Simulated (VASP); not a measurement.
# Quasiparticle energies of GaN in VASP

Wanted: how far GW moves the Kohn-Sham levels of GaN. The cell is of the zinc-blende type, one of the forms listed for this formula, which need not be the common one. The start is a computed cell from the Materials Project.

Program: VASP 6.6.1. Level of theory: PBE; plane waves and PAW (Ga_d_GW, N_GW), in the first sound run; inputs show where later runs differ. Results are calculated unless marked as measured.

**1. Set-up**

It takes space group F-43m (No. 216, cubic). Conventional cell: a = 4.507 Å, b = 4.507 Å, c = 4.507 Å, α = 90.00°, β = 90.00°, γ = 90.00°. Nearest to Ga lie 4 N at 1.95 Å. Nearest to N lie 4 Ga at 1.95 Å. Farther neighbours and most contacts between anions are not listed.

**2. Ground state, k-mesh 4×4×4**

The orbitals come from a self-consistent PBE run with a tight EDIFF and a narrow smearing. KPOINTS_OPT adds the bands along a path, which shows whether the mesh holds the band edges.

Input file INCAR:

```
SYSTEM = GaN
PREC = Accurate
ENCUT = 450
EDIFF = 1E-08
NELM = 100
ISMEAR = 0
SIGMA = 0.01
LREAL = .FALSE.
ALGO = Normal
GGA = PE
NBANDS = 15
LORBIT = 11
LWAVE = .TRUE.
LCHARG = .FALSE.
KPAR = 8
```

Input file POSCAR:

```
GaN
1.0
    0.0000000000      2.2535006075      2.2535006075
    2.2535006075      0.0000000000      2.2535006075
    2.2535006075      2.2535006075      0.0000000000
Ga N
1 1
Direct
    0.0000000000      0.0000000000      0.0000000000
    0.7500000000      0.7500000000      0.7500000000
```

Input file KPOINTS:

```
Automatic mesh
0
Gamma
4 4 4
0 0 0
```

Input file KPOINTS_OPT:

```
Line mode
12
Line-mode
Reciprocal
  0.00000000   0.00000000   0.00000000 GAMMA
  0.50000000   0.00000000   0.50000000 X

  0.50000000   0.00000000   0.50000000 X
  0.50000000   0.25000000   0.75000000 W

  0.50000000   0.25000000   0.75000000 W
  0.37500000   0.37500000   0.75000000 K

  0.37500000   0.37500000   0.75000000 K
  0.00000000   0.00000000   0.00000000 GAMMA

  0.00000000   0.00000000   0.00000000 GAMMA
  0.50000000   0.50000000   0.50000000 L

  0.50000000   0.50000000   0.50000000 L
  0.62500000   0.25000000   0.62500000 U

  0.62500000   0.25000000   0.62500000 U
  0.50000000   0.25000000   0.75000000 W

  0.50000000   0.25000000   0.75000000 W
  0.50000000   0.50000000   0.50000000 L

  0.50000000   0.50000000   0.50000000 L
  0.37500000   0.37500000   0.75000000 K

  0.62500000   0.25000000   0.62500000 U
  0.50000000   0.00000000   0.50000000 X
```

Potentials, in the order of the species: Ga_d_GW and N_GW (PBE family, release 64).

Started as:

```sh
$ mpirun -np 8 vasp_std
```

The program printed:

```text
[banner, memory and clock lines left out]
running    8 mpi-ranks, on    1 nodes
 distrk:  each k-point on    1 cores,    8 groups
 distr:  one band on    1 cores,    1 groups

 POSCAR found type information on POSCAR GaN
 POSCAR found :  2 types and       2 ions
|                                                                             |
|           W    W    AA    RRRRR   N    N  II  N    N   GGGG   !!!           |
|           W    W   A  A   R    R  NN   N  II  NN   N  G    G  !!!           |
|           W    W  A    A  R    R  N N  N  II  N N  N  G       !!!           |
|           W WW W  AAAAAA  RRRRR   N  N N  II  N  N N  G  GGG   !            |
|           WW  WW  A    A  R   R   N   NN  II  N   NN  G    G                |
|           W    W  A    A  R    R  N    N  II  N    N   GGGG   !!!           |
|                                                                             |
|     For optimal performance we recommend to set                             |
|       NCORE = 2 up to number-of-cores-per-socket                            |
|     NCORE specifies how many cores store one orbital (NPAR=cpu/NCORE).      |
|     This setting can greatly improve the performance of VASP for DFT.       |
|     The default, NCORE=1 might be grossly inefficient on modern             |
|     multi-core architectures or massively parallel machines. Do your        |
|     Unfortunately you need to use the default for GW and RPA                |
|     calculations (for HF NCORE is supported but not extensively tested      |
|     yet).                                                                   |
|                                                                             |

 LDA part: xc-table for (Slater+PW92), standard interpolation
 POSCAR, INCAR and KPOINTS ok, starting setup
 FFT: planning ... GRIDC
 FFT: planning ... GRID_SOFT
 FFT: planning ... GRID
 WAVECAR not read
 entering main loop
       N       E                     dE             d eps       ncg     rms          rms(c)
DAV:   1     0.139363883453E+03    0.13936E+03   -0.10114E+04   248   0.187E+03
DAV:   2    -0.454045633278E+01   -0.14390E+03   -0.13819E+03   261   0.390E+02
DAV:   3    -0.139402655194E+02   -0.93998E+01   -0.93552E+01   303   0.112E+02
DAV:   4    -0.141094084433E+02   -0.16914E+00   -0.16912E+00   289   0.171E+01
DAV:   5    -0.141144337104E+02   -0.50253E-02   -0.50252E-02   304   0.299E+00    0.111E+01
DAV:   6    -0.120721913858E+02    0.20422E+01   -0.53513E+00   360   0.487E+01    0.519E+00
DAV:   7    -0.120725814956E+02   -0.39011E-03   -0.30905E-01   289   0.885E+00    0.321E+00
DAV:   8    -0.120684626909E+02    0.41188E-02   -0.50280E-02   282   0.361E+00    0.378E-01
DAV:   9    -0.120667512849E+02    0.17114E-02   -0.67326E-03   366   0.237E+00    0.734E-02
DAV:  10    -0.120670068646E+02   -0.25558E-03   -0.76452E-04   262   0.525E-01    0.207E-02
DAV:  11    -0.120669956770E+02    0.11188E-04   -0.67906E-05   416   0.187E-01    0.740E-03
DAV:  12    -0.120669974936E+02   -0.18166E-05   -0.75071E-06   254   0.303E-02    0.357E-03
DAV:  13    -0.120669973428E+02    0.15087E-06   -0.61629E-07   370   0.119E-02    0.372E-04
DAV:  14    -0.120669973323E+02    0.10506E-07   -0.32379E-08   254   0.231E-03    0.206E-04
DAV:  15    -0.120669973503E+02   -0.18018E-07   -0.14738E-09   169   0.560E-04    0.224E-05
DAV:  16    -0.120669973522E+02   -0.19486E-08   -0.41034E-10   127   0.288E-04
   1 F= -.12066997E+02 E0= -.12066997E+02  d E =-.120423E-89
 Start KPOINTS_OPT (optional k-point list driver)
k-point batch [1-8\120]
       N       E                     dE             ncg
DAV:   1     0.578196548205E+03   -0.15033E+04      248
DAV:   2    -0.545689031714E+03   -0.11239E+04      275
DAV:   3    -0.633897376675E+03   -0.88208E+02      289
DAV:   4    -0.635506762452E+03   -0.16094E+01      303
DAV:   5    -0.635549017401E+03   -0.42255E-01      304
DAV:   6    -0.635550883153E+03   -0.18658E-02      327
DAV:   7    -0.635550943399E+03   -0.60246E-04      318
DAV:   8    -0.635550948167E+03   -0.47672E-05      352
DAV:   9    -0.635550948182E+03   -0.15756E-07      285
DAV:  10    -0.635550948182E+03    0.29729E-09      260
[...]
k-point batch [113-120\120]
       N       E                     dE             ncg
DAV:   1     0.374680313428E+03   -0.56674E+04      264
DAV:   2    -0.658469148452E+03   -0.10331E+04      303
DAV:   3    -0.718560774642E+03   -0.60092E+02      310
DAV:   4    -0.719665051045E+03   -0.11043E+01      303
DAV:   5    -0.719703643874E+03   -0.38593E-01      318
DAV:   6    -0.719705866433E+03   -0.22226E-02      343
DAV:   7    -0.719705908935E+03   -0.42501E-04      334
DAV:   8    -0.719705909093E+03   -0.15845E-06      341
DAV:   9    -0.719705909094E+03   -0.13284E-08      253
 writing wavefunctions
```

The job ended after 5.4 s (8 MPI ranks of Intel Xeon Platinum 8488C (Sapphire Rapids), shared host; peak memory 1 GiB; 20 s of CPU time).

Lines that name or quote the potential files are left out of all logs, and their timing lines are given in words.

From OUTCAR (step 2):

```text
ion  position               nearest neighbor table
   1  0.000  0.000  0.000-   2 1.95   2 1.95   2 1.95   2 1.95
   2  0.750  0.750  0.750-   1 1.95   1 1.95   1 1.95   1 1.95

  LATTYP: Found a face centered cubic cell.
 ALAT       =     4.5070012150

 Subroutine GETGRP returns: Found 24 space group operations
 (whereof 24 operations were pure point group operations)

The static configuration has the point symmetry T_d .

 Found      8 irreducible k-points:

   k-points           NKPTS =      8   k-points in BZ     NKDIM =      8   number of bands    NBANDS=     15

   dimension x,y,z NGX =    24 NGY =   24 NGZ =   24
   dimension x,y,z NGXF=    48 NGYF=   48 NGZF=   48

   ENCUT  =  450.0 eV  33.07 Ry    5.75 a.u.   5.51  5.51  5.51*2*pi/ulx,y,z

   NELECT =      18.0000    total number of electrons

 k-points in reciprocal lattice and weights: Automatic mesh
   0.00000000  0.00000000  0.00000000       0.016
   0.25000000  0.00000000  0.00000000       0.125
   0.50000000  0.00000000  0.00000000       0.062
   0.25000000  0.25000000  0.00000000       0.094
   0.50000000  0.25000000  0.00000000       0.375
  -0.25000000  0.25000000  0.00000000       0.188
   0.50000000  0.50000000  0.00000000       0.047
  -0.25000000  0.50000000  0.25000000       0.094

 average (electrostatic) potential at core
       1 -63.7305       2 -61.3268

 E-fermi :   5.2816

 k-point     1 :       0.0000    0.0000    0.0000
  band No.  band energies     occupation
    ...
      5      -8.0792      2.00000
      6      -8.0792      2.00000
      7       5.1406      2.00000
      8       5.1406      2.00000
      9       5.1406      2.00000
     10       6.8453      0.00000
     11      15.3934      0.00000
     12      15.3934      0.00000
     13      15.3934      0.00000
     14      22.7285      0.00000
    ...

 k-point     2 :       0.2500    0.0000    0.0000
  band No.  band energies     occupation
    ...
      5      -8.0743      2.00000
      6      -8.0177      2.00000
      7       1.2679      2.00000
      8       4.6193      2.00000
      9       4.6193      2.00000
     10       9.1848      0.00000
     11      13.8967      0.00000
     12      15.8510      0.00000
     13      15.8510      0.00000
     14      21.1041      0.00000
    ...

 k-point     3 :       0.5000    0.0000    0.0000
  band No.  band energies     occupation
    ...
      5      -8.0321      2.00000
      6      -6.8008      2.00000
      7      -1.9214      2.00000
      8       4.1709      2.00000
      9       4.1709      2.00000
     10       9.7499      0.00000
     11      13.8566      0.00000
     12      15.4497      0.00000
     13      15.4497      0.00000
     14      20.7385      0.00000
    ...

  Total        0.4978902      0.4978902      0.4978902     -0.0000000      0.0000000     -0.0000000
  in kB       34.8530747     34.8530747     34.8530747     -0.0000000      0.0000000     -0.0000000
  external PRESSURE =      34.8530747 kB  Pullay stress =       0.0000000 kB

  energy-cutoff  :      450.00
  volume of cell :       22.89
      direct lattice vectors                 reciprocal lattice vectors
     0.000000000  2.253500607  2.253500607    -0.221877020  0.221877020  0.221877020
     2.253500607  0.000000000  2.253500607     0.221877020 -0.221877020  0.221877020
     2.253500607  2.253500607  0.000000000     0.221877020  0.221877020 -0.221877020

 POSITION                                       TOTAL-FORCE (eV/Angst)
 -----------------------------------------------------------------------------------
      0.00000      0.00000      0.00000         0.000000      0.000000      0.000000
      3.38025      3.38025      3.38025        -0.000000     -0.000000     -0.000000
 -----------------------------------------------------------------------------------
    total drift:                               -0.000016     -0.000016     -0.000016

  FREE ENERGIE OF THE ION-ELECTRON SYSTEM (eV)
  ---------------------------------------------------
  free  energy   TOTEN  =       -12.0669973522 eV

  energy  without entropy=      -12.0669973522  energy(sigma->0) =      -12.06699735

 total charge
# of ion       s       p       d       tot
------------------------------------------
    1        0.776   0.901  10.129  11.806
    2        1.193   2.464   0.000   3.656
--------------------------------------------------
tot          1.969   3.364  10.129  15.462

[... 3 further parts left out ...]
```

Numbers from this step:

| Property | Result |
| --- | --- |
| free energy (TOTEN) | -12.07 eV |
| Fermi energy | 5.282 eV |
| pressure | 3.485 GPa |
| least gap on mesh and path | 1.705 eV |
| least direct gap on mesh and path | 1.705 eV |

The highest empty bands on the path are converged less tightly, to about 0.1 eV. The electronic bands at the labelled points (eV, zero at the valence-band top; v1 is the highest filled band, c1 the lowest empty one):

| point | v3 | v2 | v1 | c1 | c2 |
| --- | --- | --- | --- | --- | --- |
| Γ | 0.00 | 0.00 | 0.00 | 1.70 | 10.25 |
| 0.45 of the way | -3.09 | -1.30 | -1.30 | 4.46 | 7.59 |
| X | -6.15 | -2.71 | -2.71 | 3.31 | 6.63 |
| 0.55 of the way | -5.94 | -3.29 | -3.26 | 4.74 | 7.57 |
| W | -5.72 | -3.71 | -3.66 | 6.20 | 8.37 |
| 0.45 of the way | -5.80 | -4.09 | -2.88 | 5.69 | 8.06 |
| K | -5.89 | -4.27 | -2.18 | 4.96 | 7.85 |
| 0.55 of the way | -3.83 | -1.81 | -0.43 | 4.85 | 8.60 |
| Γ | 0.00 | 0.00 | 0.00 | 1.70 | 10.25 |
| 0.45 of the way | -3.44 | -0.45 | -0.45 | 3.88 | 8.85 |
| L | -7.06 | -0.97 | -0.97 | 4.61 | 8.72 |
| 0.45 of the way | -6.66 | -2.51 | -1.38 | 5.90 | 7.47 |
| U | -5.89 | -4.27 | -2.18 | 4.96 | 7.85 |
| 0.55 of the way | -5.80 | -4.09 | -2.88 | 5.69 | 8.06 |
| W | -5.72 | -3.71 | -3.66 | 6.20 | 8.37 |
| 0.45 of the way | -6.33 | -3.24 | -1.93 | 6.74 | 6.95 |
| L | -7.06 | -0.97 | -0.97 | 4.61 | 8.72 |
| 0.55 of the way | -6.50 | -2.97 | -1.53 | 6.02 | 7.39 |
| K | -5.89 | -4.27 | -2.18 | 4.96 | 7.85 |
| jump to U | -5.89 | -4.27 | -2.18 | 4.96 | 7.85 |
| 0.45 of the way | -6.04 | -3.45 | -2.54 | 3.99 | 7.16 |
| X | -6.15 | -2.71 | -2.71 | 3.31 | 6.63 |

Of the projections kept (Ga, N), the largest for each band there, as a share of the weight inside these atoms' spheres; weight between the spheres isn't counted:

| point | v3 | v2 | v1 | c1 | c2 |
| --- | --- | --- | --- | --- | --- |
| Γ | N 0.78 | N 0.78 | N 0.78 | N 0.58 | Ga 0.99 |
| X | Ga 0.63 | N 0.65 | N 0.65 | Ga 0.81 | Ga 0.82 |
| W | Ga 0.62 | N 0.60 | N 0.57 | N 0.56 | Ga 0.51 |
| K | Ga 0.62 | N 0.56 | N 0.67 | Ga 0.75 | Ga 0.51 |
| Γ | N 0.78 | N 0.78 | N 0.78 | N 0.58 | Ga 0.99 |
| L | Ga 0.60 | N 0.73 | N 0.73 | Ga 0.69 | N 0.78 |

The electronic bands as a text plot (rows in eV, shown from -7.1 to 6.6 only):

```
    6.3 |        +   ++   + +                     ++++
    5.8 |              +     +              ++   +    +   +++
    5.2 |           +   ++                 +  +++      +     +
    4.6 |    +                +        ++++             ++    +
    4.1 |   + ++   +                  +                        +
    3.5 |  +    +++            +     +                          +
    2.9 | +                     +   +
    2.4 |                          +
    1.8 |+                       ++
    1.2 |
    0.6 |
    0.1 |*                     ******
   -0.5 |***                 *****   ***
   -1.1 | * *              **   *  *    ****           ****
   -1.6 |  * *            *   *     *      ***       ***   **
   -2.2 |   * **        **   * *              **    * *   *  **
   -2.8 |       ****   *             *      *   *  * *     *   **
   -3.4 |           * *     *                *   *  *          *
   -3.9 |    *       ***  **  *               * ****        * *
   -4.5 |     *         **   *        *        *             *
   -5.1 |      *            *          *
   -5.6 |       *   ********                   *****         *
   -6.2 |        ***                    *    **     *       * ***
   -6.8 |                                ****        *******
         Γ       X    W  K        Γ      L     U  W     L   K|U X
```

The cell has a gap of 1.70 eV on mesh and path and a pressure of +3.5 GPa, which holds the misfit of the given cell and coordinates with this functional, and any error of cutoff, mesh and data sets. Spin-orbit coupling is left out, which can shift or reorder these edges.

**3. Empty bands, k-mesh 4×4×4**

The next step needs empty bands that the ground-state run didn't converge, so the Hamiltonian is diagonalised exactly for NBANDS bands, in a single step. LOPTICS writes the k-derivatives of the orbitals (WAVEDER), which give the long-wavelength limit of the screening.

Input file INCAR:

```
SYSTEM = GaN
PREC = Accurate
ENCUT = 450
ISMEAR = 0
SIGMA = 0.01
LREAL = .FALSE.
GGA = PE
NBANDS = 56
ALGO = Exact
NELM = 1
LWAVE = .TRUE.
LCHARG = .FALSE.
LOPTICS = .TRUE.
NEDOS = 1000
CSHIFT = 0.1
```

POSCAR is that of step 2.

KPOINTS is that of step 2.

Started as:

```sh
$ mpirun -np 8 vasp_std
```

The program printed:

```text
[banner, memory and clock lines left out]
running    8 mpi-ranks, on    1 nodes
 distrk:  each k-point on    8 cores,    1 groups
 distr:  one band on    1 cores,    8 groups

 POSCAR found type information on POSCAR GaN
 POSCAR found :  2 types and       2 ions
 [... a notice as in an earlier step ...]

 LDA part: xc-table for (Slater+PW92), standard interpolation
 found WAVECAR, reading the header
  number of bands has changed, file:    15 present:    56
  trying to continue reading WAVECAR, but it might fail
 POSCAR, INCAR and KPOINTS ok, starting setup
 FFT: planning ... GRIDC
 FFT: planning ... GRID_SOFT
 FFT: planning ... GRID
 reading WAVECAR
 random initialization beyond band           15
 the WAVECAR file was read successfully
 initial charge from wavefunction
 entering main loop
       N       E                     dE             d eps       ncg     rms          rms(c)
DIA:   1    -0.120669973519E+02   -0.12067E+02    0.00000E+00     0   0.000E+00
   1 F= -.12066997E+02 E0= -.12066997E+02  d E =-.199892E-11
 writing wavefunctions
 optical routines
 imaginary and real dielectric function
 recalculating local potential from charge density
 direction            1
 direction            2
 direction            3
```

Run time: 3.4 s. Hardware: 8 MPI ranks; peak memory 0.85 GiB.

OUTCAR, selected parts (step 3):

```text
The static configuration has the point symmetry T_d .

 Found      8 irreducible k-points:

   k-points           NKPTS =      8   k-points in BZ     NKDIM =      8   number of bands    NBANDS=     56

   NELECT =      18.0000    total number of electrons

 E-fermi :   5.1838

 k-point     1 :       0.0000    0.0000    0.0000
  band No.  band energies     occupation
    ...
      5      -8.0792      2.00000
      6      -8.0792      2.00000
      7       5.1406      2.00000
      8       5.1406      2.00000
      9       5.1406      2.00000
     10       6.8453      0.00000
     11      15.3934      0.00000
     12      15.3934      0.00000
     13      15.3934      0.00000
     14      22.7284      0.00000
    ...

  Total        0.4985443      0.4985443      0.4985443      0.0000000      0.0000000      0.0000000
  in kB       34.8988623     34.8988623     34.8988623      0.0000000      0.0000000      0.0000000
  external PRESSURE =      34.8988623 kB  Pullay stress =       0.0000000 kB

  FREE ENERGIE OF THE ION-ELECTRON SYSTEM (eV)
  ---------------------------------------------------
  free  energy   TOTEN  =       -12.0669973519 eV

  energy  without entropy=      -12.0669973519  energy(sigma->0) =      -12.06699735

 plasma frequency squared (from intraband transitions) (eV^2)
  --------------------------------------------------------------------------------------
       0.000       0.000       0.000
       0.000       0.000       0.000
       0.000       0.000       0.000

[... 14 parts as in an earlier step ...]
```

The gap is read on the k-mesh alone, so it is an upper bound where the band edges lie off the mesh, and a coarse mesh can show a gap where there is none.

A gap read on the k-mesh alone can miss the band edges.

Numbers from this step:

```
gap on the k-mesh              : 1.705 eV
least direct gap on the k-mesh : 1.705 eV
```

WAVECAR now holds 56 bands for 18 electrons. Its independent-particle dielectric tensor has xx, yy, zz = 10.2, 10.2, 10.2 on this mesh. It isn't tested for convergence in mesh or bands and lacks local fields, and at a small direct gap a coarse mesh makes it too large, which overscreens the GW step.

(Part 1 of 3 ends here.)

[Lines on the potential files, build, host, timing and source positions are cut from VASP's logs without a mark.]

[Logs are printed without paths, hosts, clocks, repeated set-up lines and the standing remarks that a program may print on its own settings, such as how far it seeks lower states.]

[Hosts, paths, dates, database ids (printed as entryN), source tags and the programs' standing remarks are cut or masked in the printed files.]

[Pressures printed for these runs are not shown converged in the cutoff: they can be off by several GPa and have the wrong sign.]

[In band tables of VASP the shares of atoms and orbitals are scaled to a sum of 1 inside the atoms' spheres.]
